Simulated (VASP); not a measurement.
Data:

```
CaSe
1.0
    0.00000     2.95398     2.95398
    2.95398     0.00000     2.95398
    2.95398     2.95398     0.00000
Ca Se
1 1
Direct
  0.00000   0.00000   0.00000
  0.50000   0.50000   0.50000
```

All values below come from optB86b-vdW, VASP's PBE PAW potentials (set 64) (plane waves; VASP). Run with 520 eV cut-off, Gaussian smearing of 0.050 eV, potentials Ca_sv Se.

**Question.** Predict the band gap (along the path) with the smallest direct gap where there is one.

**Answer.** 
- band gap (along the path): 2.01 eV
- smallest direct gap (along the path): 2.94 eV

The absolute energy has meaning only against runs of the same code, potentials and settings.

The compound is CaSe in the rock salt structure. It was relaxed first.
